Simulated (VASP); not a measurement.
TaCuN2, 4 atoms in the cell. It takes space group R-3m (No. 166, trigonal). The conventional cell has a = 3.136 Å, b = 3.136 Å, c = 17.438 Å, α = 90.00°, β = 90.00°, γ = 120.00°. Ta (site symmetry -3m) has 6 N at 1.99 Å as nearest neighbours. Cu (site symmetry -3m) has 2 N at 2.08 Å as nearest neighbours. N (site symmetry 3m) has 3 Ta at 1.99 Å and 1 Cu at 2.08 Å as nearest neighbours. 

```yaml
Program: VASP 6.6.1
Task: single point
Functional: LDA
Potentials_or_basis: VASP PAW LDA potentials, release 64 (Ta_pv, Cu, N)
Cutoff: 520 eV
k_mesh: 7 × 7 × 7
Occupations: gaussian, width 0.05 eV
Spin: collinear spin, zero start
Starting_moments: "[0.0, 0.0, -0.0, -0.0] μB"
Hubbard_terms: Ta d U = 4.0 eV, Cu d U = 4.0 eV
Dipole_correction: no
Further_INCAR_settings: ALGO = Normal; EDIFF = 1e-07; NBANDS = 28
```

Potentials or basis: VASP PAW LDA potentials, release 64 (Ta_pv, Cu, N).

Run with:

```bash
$ cat potpaw_LDA.64/Ta_pv/POTCAR potpaw_LDA.64/Cu/POTCAR potpaw_LDA.64/N/POTCAR > POTCAR
$ mpirun -np 1 vasp_std > vasp.out
```

Hardware: 1 thread of AMD EPYC 7R43 64-Core Processor (Zen 3), on a shared host.

How long does it take, and how much memory?

It took 12 min on 1 thread of AMD EPYC 7R43 64-Core Processor (Zen 3) (shared host), peak memory 0.3 GiB. Counts: scf iterations 15, k points 44.
